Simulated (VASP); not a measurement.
```yaml
crystal:
  lattice:
    - [0.00000, 2.74048, 2.74048]
    - [2.74048, 0.00000, 2.74048]
    - [2.74048, 2.74048, 0.00000]
  atoms:
    - { symbol: Ca, position: [0.00000, 0.00000, 0.00000] }
    - { symbol: F, position: [0.25000, 0.25000, 0.25000] }
    - { symbol: F, position: [0.75000, 0.75000, 0.75000] }
```

Computed with TPSS meta-GGA, VASP's PBE PAW potentials (set 64) (plane waves; VASP). Numerical set-up: 520 eV cut-off, 8×8×8 Γ-centred mesh, tetrahedra with Blöchl corrections, potentials Ca_sv F.

What does the run give for the energy per atom (σ→0), band gap (over mesh and band path) with the smallest direct gap where there is one?

| Property | Value |
|---|---|
| band gap (over mesh and band path) | 7.72 eV |
| smallest direct gap (over mesh and band path) | 7.97 eV |
| energy per atom (σ→0) | -9.787 eV/atom |

The compound is CaF2 in the fluorite structure. It was relaxed first.
